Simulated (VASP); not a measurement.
Consider the following.

```xyz
1
Lattice="0.0000 1.7202 1.7202 1.7288 0.0000 1.7202 1.7288 1.7202 0.0000" Properties=species:S:1:pos:R:3 pbc="T T T"
Ni     0.0000     0.0000     0.0000
```
Starting moments (μB, in the order of the record's atoms Ni): 0.6.

Calculation: PBEsol GGA, VASP's PBE PAW potentials (set 64) (plane waves; VASP). Settings: 480 eV cut-off, 16×16×16 Γ-centred mesh, first-order Methfessel-Paxton smearing of 0.10 eV, potentials Ni.

Task: Give the stress tensor in GPa (positive for a compressed cell).

Result: 
```
2.52  0.00  0.00
0.00  3.25  0.00
0.00  0.00  3.25
```
The pressure is its mean diagonal, 3.01 GPa.

The compound is Ni in the fcc structure. This cell was strained or had an atom moved on purpose.
